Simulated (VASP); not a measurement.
Method: PBE GGA, VASP's PBE PAW potentials (set 64) (plane waves; VASP 6.6.1).

VASP input:

### POSCAR
```
PbO
1
    3.9687320000     0.0000000000     0.0000000000
    0.0000000000     3.9873450000     0.0000000000
    0.0000000000     0.0000000000     5.0422390000
Pb O
2 2
Direct
  0.5000000000   0.0000000000   0.7650000000
  0.0000000000   0.5000000000   0.2350000000
  0.5000000000   0.5000000000   0.0000000000
  0.0101980000   0.0000000000   0.0000000000
```

INCAR:
```
ALGO = Normal
EDIFF = 1E-6
ENCUT = 800
GGA = PE
ISIF = 2
ISMEAR = 0
LASPH = .True.
LCHARG = .False.
LMAXMIX = 4
LREAL = .False.
LWAVE = .False.
NELM = 100
PREC = Accurate
SIGMA = 0.05
SYSTEM = PbO
```

**KPOINTS**
```
kpoints
0
gamma
5 5 4
```

POTCAR, in this order: Pb_d O (PBE.64 set). Program: vasp_std.

Output

OSZICAR:
```
       N       E                     dE             d eps       ncg     rms          rms(c)
DAV:   1     0.513511644101E+03    0.51351E+03   -0.26084E+04  1584   0.268E+03
DAV:   2     0.468689849862E+02   -0.46664E+03   -0.45816E+03  1648   0.585E+02
DAV:   3    -0.233702113395E+02   -0.70239E+02   -0.67559E+02  2192   0.219E+02
DAV:   4    -0.259867435218E+02   -0.26165E+01   -0.26152E+01  1704   0.457E+01
DAV:   5    -0.260749518517E+02   -0.88208E-01   -0.88189E-01  2232   0.851E+00    0.124E+01
DAV:   6    -0.216027617760E+02    0.44722E+01   -0.35348E+01  2528   0.463E+01    0.529E+00
DAV:   7    -0.214520862597E+02    0.15068E+00   -0.31911E+00  2000   0.138E+01    0.256E+00
DAV:   8    -0.214686508839E+02   -0.16565E-01   -0.95130E-01  2424   0.720E+00    0.143E+00
DAV:   9    -0.214269907519E+02    0.41660E-01   -0.25864E-01  2520   0.429E+00    0.249E-01
DAV:  10    -0.214294797670E+02   -0.24890E-02   -0.20056E-02  1976   0.994E-01    0.115E-01
DAV:  11    -0.214292735759E+02    0.20619E-03   -0.37836E-03  2656   0.526E-01    0.519E-02
DAV:  12    -0.214292969258E+02   -0.23350E-04   -0.33072E-04  1696   0.136E-01    0.527E-02
DAV:  13    -0.214292663178E+02    0.30608E-04   -0.32793E-04  2664   0.177E-01    0.121E-02
DAV:  14    -0.214292637962E+02    0.25216E-05   -0.34246E-05  2264   0.474E-02    0.710E-03
DAV:  15    -0.214292637279E+02    0.68270E-07   -0.90634E-06  2008   0.294E-02
   1 F= -.21429264E+02 E0= -.21429264E+02  d E =-.809367E-14
```

### OUTCAR
```
------------------------ aborting loop because EDIFF is reached ----------------------------------------
  FORCE on cell =-STRESS in cart. coord.  units (eV):
  Direction    XX          YY          ZZ          XY          YZ          ZX
  --------------------------------------------------------------------------------------
  Total        2.5373703      2.3289986      1.9170489      0.0000000      0.0000000     -0.1910663
  in kB       50.9489720     46.7649855     38.4932650      0.0000000      0.0000000     -3.8365034
  external PRESSURE =      45.4024075 kB  Pullay stress =       0.0000000 kB
  volume of cell :       79.79
      direct lattice vectors                 reciprocal lattice vectors
     3.968732000  0.000000000  0.000000000     0.251969647  0.000000000  0.000000000
     0.000000000  3.987345000  0.000000000     0.000000000  0.250793448  0.000000000
     0.000000000  0.000000000  5.042239000     0.000000000  0.000000000  0.198324593
 POSITION                                       TOTAL-FORCE (eV/Angst)
 -----------------------------------------------------------------------------------
      1.98437      0.00000      3.85731         0.150773      0.000000     -0.416948
      0.00000      1.99367      1.18493         0.017153      0.000000      0.400795
      1.98437      1.99367      0.00000         0.130150      0.000000     -0.040792
      0.04047      0.00000      0.00000        -0.298077      0.000000      0.056944
 -----------------------------------------------------------------------------------
    total drift:                                0.000008      0.000000     -0.000038
  FREE ENERGIE OF THE ION-ELECTRON SYSTEM (eV)
  ---------------------------------------------------
  free  energy   TOTEN  =       -21.4292637279 eV

  energy  without entropy=      -21.4292637279  energy(sigma->0) =      -21.42926373
```
(Selected blocks of OUTCAR.)

The compound is PbO in the litharge structure. The cell was not relaxed at this level. The run is one of a series of settings (ENCUT = 800 against the base run), some of them coarse on purpose.
